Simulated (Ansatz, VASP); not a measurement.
## Cross-check of Si2W between VASP and Ansatz

Aim: how closely do two programs agree when they are given the same cell, functional and k mesh? The cell is taken from a series of runs on this material, whose earlier steps may have relaxed, scaled, displaced or heated it; both programs get it as it stands.

Calculated with Ansatz 0.2.0; plane waves, with VASP 6.6.1 beside it; zone-centre phonons at LDA.

### 1. The structure

Symmetry: I4/mmm, No. 139, tetragonal system. Conventional cell: a = 3.067 Å, b = 3.067 Å, c = 7.545 Å, α = 90.00°, β = 90.00°, γ = 90.00°. Nearest to Si lie 5 Si at 2.51 to 2.52 Å and 5 W at 2.51 Å. W has 10 Si at 2.51 Å nearest. Farther neighbours are not listed.

As a file:

```xyz
3
Lattice="-1.5337 1.5337 3.7725 1.5337 -1.5337 3.7725 1.5337 1.5337 -3.7725" Properties=species:S:1:pos:R:3 pbc="T T T"
Si    0.0000    0.0000    2.5132
Si    0.0000    0.0000    5.0317
W     0.0000    0.0000    0.0000
```

### 2. VASP: zone-centre phonons, LDA

Second derivatives magnify differences that forces hide, and they need a tight electronic threshold.

Lines of VASP's logs that name or quote its potential files are left out, and so is its time.

Contents of INCAR:

```
SYSTEM = Si2W
PREC = Accurate
ENCUT = 600
EDIFF = 1E-08
NELM = 120
ISMEAR = 1
SIGMA = 0.2
LREAL = .FALSE.
ALGO = Normal
GGA = CA
NBANDS = 13
LASPH = .TRUE.
LORBIT = 11
LWAVE = .FALSE.
LCHARG = .FALSE.
ISIF = 2
IBRION = 8
GGA_COMPAT = .FALSE.
KPAR = 2
```

Contents of POSCAR:

```
Si2W
1.0
   -1.5337496570      1.5337496570      3.7724538078
    1.5337496570     -1.5337496570      3.7724538078
    1.5337496570      1.5337496570     -3.7724538078
Si W
2 1
Direct
    0.3330937967      0.3330937967      0.0000000000
    0.6669062033      0.6669062033      0.0000000000
    0.0000000000      0.0000000000      0.0000000000
```

Contents of KPOINTS:

```
Automatic mesh
0
Gamma
20 20 20
0 0 0
```

The projector-augmented-wave data sets are Si and W (LDA family, release 64).

Started as:

```
$ mpirun -np 2 vasp_std
```

Numbers of over 12 decimals in the logs are rounded to 6 here.

Log:

```text
[banner, memory and clock lines left out]
running    2 mpi-ranks, on    1 nodes
 distrk:  each k-point on    1 cores,    2 groups
 distr:  one band on    1 cores,    1 groups

 POSCAR found type information on POSCAR SiW
 POSCAR found :  2 types and       3 ions
 LDA part: xc-table for (Slater(with rela. corr.)+CA(PZ))
 , standard interpolation
 POSCAR, INCAR and KPOINTS ok, starting setup
 FFT: planning ... GRIDC
 FFT: planning ... GRID_SOFT
 FFT: planning ... GRID
 WAVECAR not read
 entering main loop
       N       E                     dE             d eps       ncg     rms          rms(c)
DAV:   1     0.346949811717E+02    0.34695E+02   -0.67707E+03 16666   0.107E+03
DAV:   2    -0.252648507838E+02   -0.59960E+02   -0.55083E+02 20407   0.203E+02
DAV:   3    -0.278593536253E+02   -0.25945E+01   -0.25316E+01 22481   0.351E+01
DAV:   4    -0.278882739403E+02   -0.28920E-01   -0.28881E-01 19615   0.411E+00
DAV:   5    -0.278886167140E+02   -0.34277E-03   -0.34270E-03 23196   0.413E-01    0.317E+01
DAV:   6    -0.272485528514E+02    0.64006E+00   -0.13034E+00 22518   0.743E+00    0.145E+01
DAV:   7    -0.271006562107E+02    0.14790E+00   -0.13142E-01 18951   0.250E+00    0.500E+00
DAV:   8    -0.270840320516E+02    0.16624E-01   -0.19721E-02 21972   0.102E+00    0.448E-01
DAV:   9    -0.270838345111E+02    0.19754E-03   -0.82618E-04 19962   0.211E-01    0.258E-01
DAV:  10    -0.270837925755E+02    0.41936E-04   -0.20952E-04 21069   0.861E-02    0.765E-02
DAV:  11    -0.270837861677E+02    0.64078E-05   -0.26793E-05 19790   0.348E-02    0.182E-02
DAV:  12    -0.270837862065E+02   -0.38835E-07   -0.92598E-07 20970   0.733E-03    0.105E-02
DAV:  13    -0.270837861717E+02    0.34853E-07   -0.13154E-07 20455   0.243E-03    0.128E-03
DAV:  14    -0.270837861700E+02    0.17103E-08   -0.56004E-09 12646   0.582E-04
   1 F= -.27083786E+02 E0= -.27083801E+02  d E =0.433899E-04
 Linear response reoptimize wavefunctions to high precision
DAV:   1    -0.270837861700E+02   -0.75033E-10   -0.82615E-10 15088   0.263E-04
 Linear response DOF=           4
 Linear response progress:
  Degree of freedom:   1/  4
       N       E                     dE             d eps       ncg     rms          rms(c)
RMM:   1    -0.189027111513E-01   -0.18903E-01    0.14217E-02133195   0.946E-01
RMM:   2    -0.174408251694E-01    0.14619E-02   -0.73500E-04 87835   0.219E-01    0.112E-01
RMM:   3    -0.175017293630E-01   -0.60904E-04   -0.19849E-04 88657   0.720E-02    0.595E-02
RMM:   4    -0.177041717237E-01   -0.20244E-03   -0.12053E-04 88336   0.539E-02    0.134E-02
RMM:   5    -0.176974344190E-01    0.67373E-05   -0.21431E-06 92050   0.102E-02    0.137E-03
RMM:   6    -0.177031835791E-01   -0.57492E-05   -0.27748E-07 93452   0.172E-03    0.816E-04
RMM:   7    -0.177031567868E-01    0.26792E-07    0.30074E-10 94395   0.370E-04    0.727E-05
RMM:   8    -0.177035454614E-01   -0.38867E-06   -0.11728E-08 96298   0.113E-04    0.151E-05
RMM:   9    -0.177035475335E-01   -0.20721E-08   -0.42222E-09 99656   0.315E-05    0.203E-06
 first order change of Fermi-energy   0.16629E-04
 force on displaced ion       1 direction 1 : -13.179   0.000  -0.000
 Linear response progress:
  Degree of freedom:   2/  4
       N       E                     dE             d eps       ncg     rms          rms(c)
RMM:   1    -0.276417789681E-01   -0.27642E-01    0.36179E-02 41237   0.119E+00
RMM:   2    -0.244863937003E-01    0.31554E-02   -0.12072E-03 26707   0.288E-01    0.179E-01
RMM:   3    -0.244105224675E-01    0.75871E-04   -0.77259E-04 26562   0.134E-01    0.124E-01
RMM:   4    -0.245202082741E-01   -0.10969E-03   -0.80711E-05 27792   0.445E-02    0.528E-02
RMM:   5    -0.245824198974E-01   -0.62212E-04   -0.69013E-06 27771   0.131E-02    0.138E-02
RMM:   6    -0.245889902026E-01   -0.65703E-05   -0.51474E-07 28162   0.357E-03    0.218E-03
RMM:   7    -0.245876686987E-01    0.13215E-05    0.19171E-08 28614   0.130E-03    0.656E-04
RMM:   8    -0.245880744307E-01   -0.40573E-06    0.11989E-08 29722   0.240E-04    0.107E-04
RMM:   9    -0.245882157146E-01   -0.14128E-06   -0.11068E-08 29220   0.773E-05    0.163E-05
RMM:  10    -0.245882234635E-01   -0.77488E-08   -0.31410E-09 30786   0.242E-05    0.651E-06
 first order change of Fermi-energy  -0.41011E+00
 force on displaced ion       1 direction 3 :  -0.000  -0.000 -19.564
 Linear response progress:
  Degree of freedom:   3/  4
       N       E                     dE             d eps       ncg     rms          rms(c)
RMM:   1    -0.124834020309E+00   -0.12483E+00   -0.10812E-01 59479   0.183E+00
RMM:   2    -0.123490733267E+00    0.13433E-02   -0.14367E-03 47155   0.263E-01    0.160E-01
RMM:   3    -0.123159119575E+00    0.33161E-03   -0.20259E-04 48390   0.813E-02    0.902E-02
RMM:   4    -0.123330455388E+00   -0.17134E-03   -0.24201E-04 48102   0.912E-02    0.129E-02
RMM:   5    -0.123327786041E+00    0.26693E-05   -0.77762E-06 51102   0.178E-02    0.346E-03
RMM:   6    -0.123335375921E+00   -0.75899E-05   -0.13169E-07 51273   0.226E-03    0.965E-04
RMM:   7    -0.123335615505E+00   -0.23958E-06   -0.13058E-08 52529   0.558E-04    0.102E-04
RMM:   8    -0.123335584528E+00    0.30977E-07   -0.70252E-09 53106   0.137E-04    0.283E-05
RMM:   9    -0.123335394912E+00    0.18962E-06   -0.68536E-09 54454   0.542E-05    0.457E-06
RMM:  10    -0.123335373106E+00    0.21806E-07   -0.65556E-09 55282   0.305E-05    0.203E-06
RMM:  11    -0.123335384655E+00   -0.11549E-07   -0.86688E-09 52758   0.268E-05    0.153E-07
RMM:  12    -0.123335385644E+00   -0.98921E-09   -0.82643E-09 44437   0.246E-05    0.555E-08
 first order change of Fermi-energy  -0.73051E-03
 force on displaced ion       3 direction 1 : -16.883   0.000   0.000
 Linear response progress:
  Degree of freedom:   4/  4
       N       E                     dE             d eps       ncg     rms          rms(c)
RMM:   1    -0.143507195661E+00   -0.14351E+00   -0.13315E-01 32275   0.189E+00
RMM:   2    -0.138610145716E+00    0.48970E-02   -0.22043E-03 25757   0.321E-01    0.194E-01
RMM:   3    -0.137922146844E+00    0.68800E-03   -0.97295E-04 26901   0.150E-01    0.101E-01
RMM:   4    -0.138011464119E+00   -0.89317E-04   -0.27011E-04 26991   0.911E-02    0.320E-02
RMM:   5    -0.138101546643E+00   -0.90083E-04   -0.45916E-05 26596   0.410E-02    0.705E-03
RMM:   6    -0.138116184999E+00   -0.14638E-04   -0.75723E-07 29118   0.540E-03    0.205E-03
RMM:   7    -0.138110554845E+00    0.56302E-05   -0.10359E-07 27849   0.157E-03    0.231E-04
RMM:   8    -0.138111696306E+00   -0.11415E-05   -0.87486E-09 29115   0.350E-04    0.905E-05
RMM:   9    -0.138111757020E+00   -0.60714E-07   -0.40977E-09 30071   0.807E-05    0.515E-05
RMM:  10    -0.138111766821E+00   -0.98007E-08   -0.51427E-09 29573   0.491E-05    0.333E-06
 first order change of Fermi-energy   0.48334E-03
 force on displaced ion       3 direction 3 :  -0.000  -0.000 -22.819
 Linear response finished
```

OUTCAR, selected parts (step 2):

```text
ion  position               nearest neighbor table
   1  0.333  0.333  0.000-   2 2.51   2 2.51   2 2.51   2 2.51   3 2.51   3 2.51   3 2.51   3 2.51
                             3 2.51   2 2.52
   2  0.667  0.667  0.000-   1 2.51   1 2.51   1 2.51   1 2.51   3 2.51   3 2.51   3 2.51   3 2.51
                             3 2.51   1 2.52
   3  0.000  0.000  0.000-   2 2.51   2 2.51   2 2.51   1 2.51   1 2.51   1 2.51   2 2.51   1 2.51
                             1 2.51   2 2.51

  LATTYP: Found a body centered tetragonal cell.
 ALAT       =     3.0674993140
 C/A-ratio  =     2.4596281346

 Subroutine GETGRP returns: Found 16 space group operations
 (whereof 16 operations were pure point group operations)

The static configuration has the point symmetry D_4h.

 Found    641 irreducible k-points:

   k-points           NKPTS =    641   k-points in BZ     NKDIM =    641   number of bands    NBANDS=     13

   dimension x,y,z NGX =    36 NGY =   36 NGZ =   36
   dimension x,y,z NGXF=    72 NGYF=   72 NGZF=   72

   ENCUT  =  600.0 eV  44.10 Ry    6.64 a.u.   8.69  8.69  8.69*2*pi/ulx,y,z

   NELECT =      14.0000    total number of electrons

 k-points in reciprocal lattice and weights: Automatic mesh
   0.00000000  0.00000000  0.00000000       0.000
   0.05000000  0.00000000 -0.00000000       0.001
   0.10000000 -0.00000000  0.00000000       0.001
   0.15000000  0.00000000 -0.00000000       0.001
   0.20000000 -0.00000000  0.00000000       0.001
   0.25000000  0.00000000  0.00000000       0.001
   0.30000000  0.00000000 -0.00000000       0.001
   0.35000000  0.00000000 -0.00000000       0.001
   0.40000000  0.00000000  0.00000000       0.001
[...]
-0.45000000 -0.45000000  0.45000000       0.000
   0.50000000  0.50000000  0.50000000       0.000

 average (electrostatic) potential at core
       1 -78.9397       2 -78.9397       3 -33.0002

  Total        7.2325352      7.2325352      7.2831735      0.0000000      0.0000000     -0.0000000
  in kB      326.4436748    326.4436748    328.7292593      0.0000000      0.0000000     -0.0000000
  external PRESSURE =     327.2055363 kB  Pullay stress =       0.0000000 kB

  energy-cutoff  :      600.00
  volume of cell :       35.50
      direct lattice vectors                 reciprocal lattice vectors
    -1.533749657  1.533749657  3.772453808     0.000000000  0.325998443  0.132539728
     1.533749657 -1.533749657  3.772453808     0.325998443  0.000000000  0.132539728
     1.533749657  1.533749657 -3.772453808     0.325998443  0.325998443  0.000000000

 POSITION                                       TOTAL-FORCE (eV/Angst)
 -----------------------------------------------------------------------------------
      0.00000      0.00000      2.51316         0.000000      0.000000     -0.025880
      0.00000      0.00000      5.03175        -0.000000     -0.000000      0.025880
      0.00000      0.00000      0.00000        -0.000000     -0.000000      0.000000
 -----------------------------------------------------------------------------------
    total drift:                               -0.000000      0.000000     -0.000000

 Eigenvectors and eigenvalues of the dynamical matrix
 ----------------------------------------------------

   1 f  =   15.530865 THz    97.583301 2PiTHz  518.053884 cm-1    64.230467 meV
             X         Y         Z           dx          dy          dz
      0.000000  0.000000  2.513162    -0.000000    0.000000   -0.707107
      0.000000  0.000000  5.031746    -0.000000   -0.000000    0.707107
      0.000000  0.000000  0.000000    -0.000000   -0.000000    0.000000

   2 f  =   12.486761 THz    78.456634 2PiTHz  416.513518 cm-1    51.641071 meV
             X         Y         Z           dx          dy          dz
      0.000000  0.000000  2.513162    -0.703113    0.075048    0.000000
      0.000000  0.000000  5.031746     0.703113   -0.075048   -0.000000
      0.000000  0.000000  0.000000    -0.000000   -0.000000    0.000000

   3 f  =   12.486761 THz    78.456634 2PiTHz  416.513518 cm-1    51.641071 meV
             X         Y         Z           dx          dy          dz
      0.000000  0.000000  2.513162     0.075048    0.703113    0.000000
      0.000000  0.000000  5.031746    -0.075048   -0.703113   -0.000000
      0.000000  0.000000  0.000000    -0.000000   -0.000000    0.000000

   4 f  =   11.385228 THz    71.535499 2PiTHz  379.770334 cm-1    47.085499 meV
             X         Y         Z           dx          dy          dz
      0.000000  0.000000  2.513162     0.000000    0.000000    0.618861
      0.000000  0.000000  5.031746     0.000000    0.000000    0.618861
      0.000000  0.000000  0.000000    -0.000000   -0.000000   -0.483759

   5 f  =    9.792350 THz    61.527148 2PiTHz  326.637630 cm-1    40.497887 meV
             X         Y         Z           dx          dy          dz
      0.000000  0.000000  2.513162     0.618849   -0.000000   -0.000000
      0.000000  0.000000  5.031746     0.618849    0.000000   -0.000000
      0.000000  0.000000  0.000000    -0.483789   -0.000000    0.000000

   6 f  =    9.792350 THz    61.527148 2PiTHz  326.637630 cm-1    40.497887 meV
             X         Y         Z           dx          dy          dz
      0.000000  0.000000  2.513162     0.000000    0.618849   -0.000000
      0.000000  0.000000  5.031746     0.000000    0.618849   -0.000000
      0.000000  0.000000  0.000000    -0.000000   -0.483789    0.000000

   7 f/i=    0.000004 THz     0.000022 2PiTHz    0.000119 cm-1     0.000015 meV
             X         Y         Z           dx          dy          dz
      0.000000  0.000000  2.513162     0.000000   -0.000000    0.342069
      0.000000  0.000000  5.031746     0.000000   -0.000000    0.342069
      0.000000  0.000000  0.000000     0.000000   -0.000000    0.875201

   8 f/i=    0.000340 THz     0.002138 2PiTHz    0.011353 cm-1     0.001408 meV
             X         Y         Z           dx          dy          dz
      0.000000  0.000000  2.513162    -0.342090   -0.000000   -0.000000
      0.000000  0.000000  5.031746    -0.342090   -0.000000   -0.000000
      0.000000  0.000000  0.000000    -0.875185   -0.000000    0.000000

   9 f/i=    0.000340 THz     0.002138 2PiTHz    0.011353 cm-1     0.001408 meV
             X         Y         Z           dx          dy          dz
      0.000000  0.000000  2.513162     0.000000    0.342090    0.000000
      0.000000  0.000000  5.031746     0.000000    0.342090    0.000000
      0.000000  0.000000  0.000000    -0.000000    0.875185    0.000000

 ELASTIC MODULI CONTR FROM IONIC RELAXATION (kBar)
 Direction    XX          YY          ZZ          XY          YZ          ZX
 --------------------------------------------------------------------------------
 XX         -60.2103    -60.2103     -4.2505      0.0000      0.0000      0.0000
 YY         -60.2103    -60.2103     -4.2505      0.0000      0.0000      0.0000
 ZZ          -4.2505     -4.2505     -0.3001      0.0000      0.0000      0.0000
 XY           0.0000      0.0000      0.0000      0.0000      0.0000      0.0000
 YZ           0.0000      0.0000      0.0000      0.0000    -73.0038      0.0000
 ZX           0.0000      0.0000      0.0000      0.0000      0.0000    -39.3096
 --------------------------------------------------------------------------------
```

(Continued in part 2 of 2.)

[Lines on the potential files, build, host, timing and source positions are cut from VASP's logs without a mark.]

[Logs are printed without paths, hosts, clocks, repeated set-up lines and the standing remarks that a program may print on its own settings, such as how far it seeks lower states.]

[Hosts, paths, dates, database ids (printed as entryN), source tags and the programs' standing remarks are cut or masked in the printed files.]
